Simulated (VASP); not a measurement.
An input for Quantum ESPRESSO's pw.x (written as the equivalent of a VASP run, and not itself run):

```
&CONTROL
  calculation = 'scf'
  pseudo_dir = './pseudo'
  outdir = './out'
  tprnfor = .true.
  tstress = .true.
/
&SYSTEM
  ibrav = 0
  nat = 2
  ntyp = 2
  ecutwfc = 96
  occupations = 'tetrahedra'
  input_dft = 'pbe'
  vdw_corr = 'grimme-d3'
  dftd3_version = 3
  dftd3_threebody = .false.
/
&ELECTRONS
  conv_thr = 7.3e-09
  electron_maxstep = 100
/
ATOMIC_SPECIES
  Ga 69.723 Ga.upf
  Co 58.933 Co.upf
CELL_PARAMETERS angstrom
     2.8504771    0.0000000    0.0000000
     0.0000000    2.8504771    0.0000000
     0.0000000    0.0000000    2.8504771
ATOMIC_POSITIONS crystal
  Ga   0.5000000  0.5000000  0.5000000
  Co   0.0000000  0.0000000  0.0000000
K_POINTS automatic
  14 14 14 0 0 0
```

### Question
Translate this input to VASP (INCAR, KPOINTS, POSCAR, choice of POTCAR).

### Answer
One answer among several that fit: 
**INCAR**
```
LWAVE  =  F
ISMEAR  =  -5
PREC  =  Accurate
EDIFF  =  1E-7
LREAL  =  F
NELM  =  100   ! most electronic steps
IVDW  =  11   ! D3, zero damping
SYSTEM  =  CoGa
ENCUT  =  520
ALGO  =  Normal   ! blocked Davidson
LORBIT  =  11   ! lm-projected
GGA  =  PE   ! PBE
LASPH  =  T   ! aspherical one-centre terms
NEDOS  =  601
LMAXMIX  =  4   ! l cut-off of mixed one-centre charges
ISIF  =  2   ! forces and stress, cell fixed
LCHARG  =  T
```

File POSCAR:
```
CoGa
1
    2.8504771063     0.0000000000     0.0000000000
    0.0000000000     2.8504771063     0.0000000000
    0.0000000000     0.0000000000     2.8504771063
Ga Co
1 1
Direct
  0.5000000000   0.5000000000   0.5000000000
  0.0000000000   0.0000000000   0.0000000000
```

KPOINTS:
```
Automatic
0
gamma
  14 14 14
0 0 0
```

POTCAR, in this order: Ga_d Co (PBE.64 set). Program: vasp_std.

The two are equivalent in intent, not identical: the potentials are each code's own (VASP's PAW set, PseudoDojo norm-conserving files in pw.x), so ENCUT and ecutwfc are chosen apart and not converted; conv_thr bounds pw.x's estimated SCF error, while EDIFF bounds the energy change between steps.

The compound is CoGa in the CsCl type structure. It was relaxed first.
